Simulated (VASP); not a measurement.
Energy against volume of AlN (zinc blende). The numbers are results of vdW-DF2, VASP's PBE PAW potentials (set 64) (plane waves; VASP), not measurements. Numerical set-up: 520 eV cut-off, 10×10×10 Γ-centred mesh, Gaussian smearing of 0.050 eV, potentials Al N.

```tsv
V (Å³/atom)	E (eV/atom)
10.288	-5.81581
10.616	-5.83473
10.945	-5.84068
11.273	-5.83547
```

Task: Fit these four points and predict the energy of the run at 11.601 Å³/atom.

Result: A cubic in V^(−2/3), the third-order Birch-Murnaghan form, passes through the four points with V0 = 10.95 Å³/atom and B0 = 181 GPa, and gives -5.8207 eV/atom there. The run gave -5.8207 eV/atom, +0.0 meV/atom from the fit; all five points give B0 = 181 GPa.

The compound is AlN in the zinc blende structure, a metastable form; wurtzite is the usual one. It was relaxed first.
